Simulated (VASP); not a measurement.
Energy against volume of CaO (rock salt). All values below come from rev-vdW-DF2, VASP's PBE PAW potentials (set 64) (plane waves; VASP). Run with 520 eV cut-off, 9×9×9 Γ-centred mesh, Gaussian smearing of 0.050 eV, potentials Ca_sv O.

```json
[
 {"V (Å³/atom)": "13.419", "E (eV/atom)": "-4.80296"},
 {"V (Å³/atom)": "13.834", "E (eV/atom)": "-4.80800"},
 {"V (Å³/atom)": "14.249", "E (eV/atom)": "-4.80426"},
 {"V (Å³/atom)": "14.664", "E (eV/atom)": "-4.79303"}
]
```

Q: Fit these four points and predict the energy of the run at 13.004 Å³/atom.

A: A cubic in V^(−2/3), the third-order Birch-Murnaghan form, passes through the four points with V0 = 13.85 Å³/atom and B0 = 112 GPa, and gives -4.7876 eV/atom there. The run gave -4.7876 eV/atom, +0.1 meV/atom from the fit; all five points give B0 = 112 GPa.

The compound is CaO in the rock salt structure. It was relaxed first.
